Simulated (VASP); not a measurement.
Computed with PBEsol GGA, VASP's PBE PAW potentials (set 64) (plane waves; VASP).

A VASP calculation is set up with these files.

File KPOINTS:
```
Automatic
0
G
 12 12 12
0 0 0
```

### INCAR
```
ALGO  =  Normal
EDIFF  =  1E-7
EDIFFG  =  -0.01
ENCUT  =  480
GGA  =  PS
IBRION  =  2
ISIF  =  2
ISMEAR  =  1
LASPH  =  .TRUE.
LCHARG  =  .FALSE.
LMAXMIX  =  4
LREAL  =  .FALSE.
LWAVE  =  .FALSE.
NELM  =  100
NSW  =  30
PREC  =  Accurate
SIGMA  =  0.1
SYSTEM  =  FeAl
```

### POSCAR
```
FeAl
1
    2.8398307075     0.0212987303     0.0000000000
    0.0212987303     2.8398307075     0.0000000000
    0.0000000000     0.0000000000     2.8398307075
Al Fe
1 1
Direct
  0.5000000000   0.5000000000   0.5000000000
  0.0000000000   0.0000000000   0.0000000000
```

POTCAR, in this order: Al Fe (PBE.64 set). Program: vasp_std.

Q: Predict the energy per atom (σ→0), band gap (on the k-mesh).

A: 
```json
{
  "energy per atom (σ→0)": "-6.854 eV/atom",
  "band gap (on the k-mesh)": "none (metal, semimetal or under 0.01 eV)"
}
```

**OSZICAR**
```
...
DAV:   7    -0.137634125010E+02    0.40003E+01   -0.37839E+01  6040   0.864E+01    0.263E+00
DAV:   8    -0.137256338494E+02    0.37779E-01   -0.24113E-01  6035   0.608E+00    0.153E+00
DAV:   9    -0.137077516446E+02    0.17882E-01   -0.54418E-02  6640   0.346E+00    0.393E-01
DAV:  10    -0.137072039804E+02    0.54766E-03   -0.10846E-03  7097   0.467E-01    0.190E-01
DAV:  11    -0.137071656534E+02    0.38327E-04   -0.51643E-05  6188   0.839E-02    0.721E-03
DAV:  12    -0.137071652570E+02    0.39635E-06   -0.14067E-06  6821   0.115E-02    0.478E-03
DAV:  13    -0.137071651719E+02    0.85186E-07   -0.13214E-07  3186   0.470E-03
   1 F= -.13707165E+02 E0= -.13707242E+02  d E =-.137072E+02
```

The compound is FeAl in the CsCl type structure. This cell was strained or had an atom moved on purpose. The run is not spin-polarised, so no magnetic state was tried. The electron count is odd and the run is not spin-polarised, which forces a metal.
